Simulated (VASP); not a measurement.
An input for Quantum ESPRESSO's pw.x (written as the equivalent of a VASP run, and not itself run):

```
&CONTROL
  calculation = 'scf'
  pseudo_dir = './pseudo'
  outdir = './out'
  tprnfor = .true.
  tstress = .false.
/
&SYSTEM
  ibrav = 0
  nat = 2
  ntyp = 2
  ecutwfc = 88
  occupations = 'smearing'
  smearing = 'gaussian'
  degauss = 0.000735
  input_dft = 'hse'
  nqx1 = 8
  nqx2 = 8
  nqx3 = 8
  screening_parameter = 0.1058
/
&ELECTRONS
  conv_thr = 7.3e-08
  electron_maxstep = 100
/
ATOMIC_SPECIES
  Be 9.012 Be.upf
  S 32.060 S.upf
CELL_PARAMETERS angstrom
     0.0000000    2.4351500    2.4351500
     2.4351500    0.0000000    2.4351500
     2.4351500    2.4351500    0.0000000
ATOMIC_POSITIONS crystal
  Be   0.0141260  0.0038630  0.0033690
  S    0.7358740  0.7461370  0.7466310
K_POINTS automatic
  8 8 8 0 0 0
```

Question: Write the VASP files for the same calculation (HSE06).

Answer: This is not unique; one that fits is 
**POSCAR**
```
BeS
4.87030
  0.0000000000   0.5000000000   0.5000000000
  0.5000000000   0.0000000000   0.5000000000
  0.5000000000   0.5000000000   0.0000000000
Be S
1 1
Direct
  0.0141260000   0.0038630000   0.0033690000
  0.7358740000   0.7461370000   0.7466310000
```

### INCAR
```
SYSTEM=BeS
PREC=Accurate; ENCUT=300; LREAL=.FALSE.
LASPH=.TRUE.; ISYM=3
EDIFF=1E-6; NELM=100; ALGO=Normal
ISMEAR=0; SIGMA=0.01
GGA=PE; LHFCALC=.TRUE.; AEXX=0.25
HFSCREEN=0.2; PRECFOCK=Fast
ISIF=2
LWAVE=.FALSE.; LCHARG=.FALSE.
```

File KPOINTS:
```
Automatic mesh
0
Gamma
  8 8 8
0 0 0
```

POTCAR, in this order: Be S (PBE.64 set). Program: vasp_std.

What does not carry over: the potentials are each code's own (VASP's PAW set, PseudoDojo norm-conserving files in pw.x), so ENCUT and ecutwfc are chosen apart and not converted; conv_thr bounds pw.x's estimated SCF error, while EDIFF bounds the energy change between steps.

The structure comes from a computed database's BeS entry; how it stands against other phases isn't given here. The cell was not relaxed at this level, atoms are displaced from their ideal sites.
